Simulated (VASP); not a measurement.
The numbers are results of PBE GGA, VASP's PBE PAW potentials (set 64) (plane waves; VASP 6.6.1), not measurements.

Input for VASP

### INCAR
```
SYSTEM  =  Cd
PREC  =  Accurate; ENCUT  =  300; LREAL  =  .FALSE.
LASPH  =  .TRUE.
EDIFF  =  1E-6; NELM  =  100; ALGO  =  Normal
LMAXMIX  =  4
ISMEAR  =  0; SIGMA  =  0.1
GGA  =  PE
ISIF  =  2
LWAVE  =  .FALSE.; LCHARG  =  .FALSE.
```

**KPOINTS**
```
Automatic mesh
0
Gamma
13 13 6
0 0 0
```

POSCAR:
```
Cd
5.664960
  0.2651245552  -0.4592092442   0.0000000000
  0.2651245552   0.4592092442   0.0000000000
  0.0000000000   0.0000000000   1.0000000000
Cd
2
Cartesian
  0.2651245552   0.1530700542   0.2500000000
  0.2651245552  -0.1530700542   0.7500000000
```

POTCAR, in this order: Cd (PBE.64 set). Program: vasp_std.

At this cut-off the stress carries a Pulay error, which pulls relaxed volumes low.

Question: Estimate the energy per atom (σ→0), pressure, band gap (on the k-mesh).

Answer: 
| Quantity | Value |
|---|---|
| energy per atom (σ→0) | -0.748 eV/atom |
| band gap (on the k-mesh) | none (metal, semimetal or under 0.01 eV) |
| pressure | 16.2 kbar |

File OSZICAR:
```
...
DAV:   5    -0.159400304097E+01   -0.47021E-05   -0.47020E-05  3304   0.567E-02    0.463E+00
DAV:   6    -0.150561460579E+01    0.88388E-01   -0.24311E-01  2888   0.607E+00    0.369E+00
DAV:   7    -0.149821241326E+01    0.74022E-02   -0.32245E-02  3016   0.182E+00    0.153E+00
DAV:   8    -0.149781344996E+01    0.39896E-03   -0.34841E-03  2960   0.817E-01    0.931E-02
DAV:   9    -0.149784348118E+01   -0.30031E-04   -0.16250E-05  3448   0.457E-02    0.367E-02
DAV:  10    -0.149787691275E+01   -0.33432E-04   -0.28156E-05  2952   0.541E-02    0.452E-03
DAV:  11    -0.149787694896E+01   -0.36215E-07   -0.48478E-08  1960   0.237E-03
   1 F= -.14978769E+01 E0= -.14962714E+01  d E =-.321103E-02
```

The structure is a typed Cd crystal (P6_3/mmc). The cell was not relaxed at this level.
